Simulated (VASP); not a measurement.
Output of a VASP run:

**OSZICAR**
```
       N       E                     dE             d eps       ncg     rms          rms(c)
DAV:   1     0.256010493905E+02    0.25601E+02   -0.38754E+03  1016   0.766E+02
DAV:   2    -0.270058581783E+02   -0.52607E+02   -0.51972E+02  1209   0.148E+02
DAV:   3    -0.291867002340E+02   -0.21808E+01   -0.21719E+01  1292   0.338E+01
DAV:   4    -0.292440027482E+02   -0.57303E-01   -0.57519E-01  1731   0.465E+00
DAV:   5    -0.292442232362E+02   -0.22049E-03   -0.22836E-03  1330   0.225E-01    0.148E+00
DAV:   6    -0.258197299891E+02    0.34245E+01   -0.10170E+00  1523   0.750E+00    0.132E+00
DAV:   7    -0.259020460570E+02   -0.82316E-01   -0.54027E-02  1109   0.249E+00    0.144E+00
DAV:   8    -0.263884713389E+02   -0.48643E+00   -0.14539E-01  1083   0.454E+00    0.418E-01
DAV:   9    -0.261982859353E+02    0.19019E+00   -0.89980E-02  1197   0.321E+00    0.227E-01
DAV:  10    -0.261576449587E+02    0.40641E-01   -0.84422E-02  1119   0.309E+00    0.224E-01
DAV:  11    -0.261116304734E+02    0.46014E-01   -0.94132E-03  1355   0.107E+00    0.177E-01
DAV:  12    -0.264196978632E+02   -0.30807E+00   -0.32886E-01  1250   0.397E+00    0.224E-01
DAV:  13    -0.262146001325E+02    0.20510E+00   -0.18878E-01  1222   0.322E+00    0.224E-01
DAV:  14    -0.263472450526E+02   -0.13264E+00   -0.81225E-02  1020   0.161E+00    0.186E-01
DAV:  15    -0.263592733088E+02   -0.12028E-01   -0.16467E-02  1190   0.122E+00    0.259E-01
DAV:  16    -0.264332833625E+02   -0.74010E-01   -0.90001E-02  1118   0.280E+00    0.599E-02
DAV:  17    -0.264324640193E+02    0.81934E-03   -0.46998E-03  1515   0.626E-01    0.587E-02
DAV:  18    -0.264324186198E+02    0.45399E-04   -0.55798E-05  1317   0.590E-02    0.594E-02
DAV:  19    -0.264330455533E+02   -0.62693E-03   -0.40009E-04  1039   0.202E-01    0.463E-02
DAV:  20    -0.264339814380E+02   -0.93588E-03   -0.45822E-04  1106   0.200E-01    0.276E-02
DAV:  21    -0.264340775555E+02   -0.96117E-04   -0.25971E-04  1058   0.186E-01    0.253E-02
DAV:  22    -0.264340353061E+02    0.42249E-04   -0.45681E-05  1329   0.733E-02    0.290E-02
DAV:  23    -0.264340784932E+02   -0.43187E-04   -0.99558E-06  1108   0.332E-02    0.241E-02
DAV:  24    -0.264340844909E+02   -0.59977E-05   -0.13944E-05  1168   0.413E-02    0.159E-02
DAV:  25    -0.264341068515E+02   -0.22361E-04   -0.31049E-05  1016   0.597E-02    0.752E-03
DAV:  26    -0.264341095471E+02   -0.26955E-05   -0.41782E-06  1132   0.194E-02    0.600E-03
DAV:  27    -0.264341102763E+02   -0.72924E-06   -0.51640E-07  1553   0.804E-03    0.256E-03
DAV:  28    -0.264341113745E+02   -0.10982E-05   -0.31853E-07  1031   0.460E-03    0.171E-03
DAV:  29    -0.264341114879E+02   -0.11335E-06   -0.99828E-08   581   0.327E-03    0.107E-03
DAV:  30    -0.264341118489E+02   -0.36099E-06   -0.84453E-08   561   0.258E-03    0.750E-04
DAV:  31    -0.264341111948E+02    0.65406E-06   -0.93420E-08  1097   0.269E-03    0.622E-04
DAV:  32    -0.264341111797E+02    0.15127E-07   -0.19856E-08   531   0.129E-03
   1 F= -.26434111E+02 E0= -.26434111E+02  d E =0.000000E+00
       N       E                     dE             ncg
       N       E                     dE             ncg
```

**OUTCAR**
```
------------------------ aborting loop because EDIFF is reached ----------------------------------------
  FORCE on cell =-STRESS in cart. coord.  units (eV):
  Direction    XX          YY          ZZ          XY          YZ          ZX
  --------------------------------------------------------------------------------------
  Total        0.0156473      0.0156473      0.0156473      0.0000000      0.0000000      0.0000000
  in kB        0.3826903      0.3826903      0.3826903      0.0000000      0.0000000      0.0000000
  external PRESSURE =       0.3826903 kB  Pullay stress =       0.0000000 kB
  volume of cell :       65.51
      direct lattice vectors                 reciprocal lattice vectors
    -2.539496718  2.539496718  2.539496718     0.000000000  0.196889406  0.196889406
     2.539496718 -2.539496718  2.539496718     0.196889406  0.000000000  0.196889406
     2.539496718  2.539496718 -2.539496718     0.196889406  0.196889406  0.000000000
 POSITION                                       TOTAL-FORCE (eV/Angst)
 -----------------------------------------------------------------------------------
      0.00000      0.00000      0.00000         0.000000      0.000000     -0.000000
 -----------------------------------------------------------------------------------
    total drift:                                0.000000     -0.000000      0.000000
  FREE ENERGIE OF THE ION-ELECTRON SYSTEM (eV)
  ---------------------------------------------------
  free  energy   TOTEN  =       -26.4341111797 eV

  energy  without entropy=      -26.4341111797  energy(sigma->0) =      -26.43411118

 total charge

# of ion       s       p       d       tot
------------------------------------------
    1        2.069   5.569   0.250   7.888
```
(Selected blocks of OUTCAR.)

File POSCAR:
```
Ba
1
   -2.5394967178     2.5394967178     2.5394967178
    2.5394967178    -2.5394967178     2.5394967178
    2.5394967178     2.5394967178    -2.5394967178
Ba
1
Direct
  0.0000000000   1.0000000000   0.0000000000
```

Q: Write an INCAR and KPOINTS that could have produced this output.

A: This is not unique; one that fits is the input of the run itself, r2SCAN meta-GGA, plane waves, VASP's PBE PAW potentials (set 64).

KPOINTS:
```
Automatic mesh
0
Gamma
11 11 11
0 0 0
```

**INCAR**
```
! general
SYSTEM =Ba
PREC   =Accurate
ENCUT  =400   ! plane-wave cut-off (eV)
LREAL  =.FALSE.
LASPH  =.TRUE.   ! aspherical one-centre terms

! electronic loop
EDIFF  =1E-7   ! SCF stop (eV)
NELM   =100   ! most electronic steps
ALGO   =Normal
LMAXMIX=4   ! l cut-off of mixed one-centre charges
LMIXTAU=.TRUE.

! smearing
ISMEAR =-5   ! tetrahedra, Bloechl

! functional
METAGGA=R2SCAN

! ions
ISIF   =2   ! forces and stress, cell fixed

! output
LWAVE  =.FALSE.
LCHARG =.FALSE.
LORBIT =11   ! lm-projected
NEDOS  =601   ! DOS grid
```

KPOINTS_OPT:
```
k-points along high-symmetry lines
10
Line-mode
Reciprocal
  0.000000   0.000000   0.000000 ! GAMMA
  0.500000  -0.500000   0.500000 ! H

  0.500000  -0.500000   0.500000 ! H
  0.000000   0.000000   0.500000 ! N

  0.000000   0.000000   0.500000 ! N
  0.000000   0.000000   0.000000 ! GAMMA

  0.000000   0.000000   0.000000 ! GAMMA
  0.250000   0.250000   0.250000 ! P

  0.250000   0.250000   0.250000 ! P
  0.500000  -0.500000   0.500000 ! H

  0.250000   0.250000   0.250000 ! P
  0.000000   0.000000   0.500000 ! N
```

POTCAR, in this order: Ba_sv (PBE.64 set). Program: vasp_std.

For a metal the tetrahedron method with Blöchl corrections gives inexact stress and forces.

The structure comes from a measured Ba entry (Im-3m) of the Crystallography Open Database, whose conditions weren't checked. It was relaxed first.
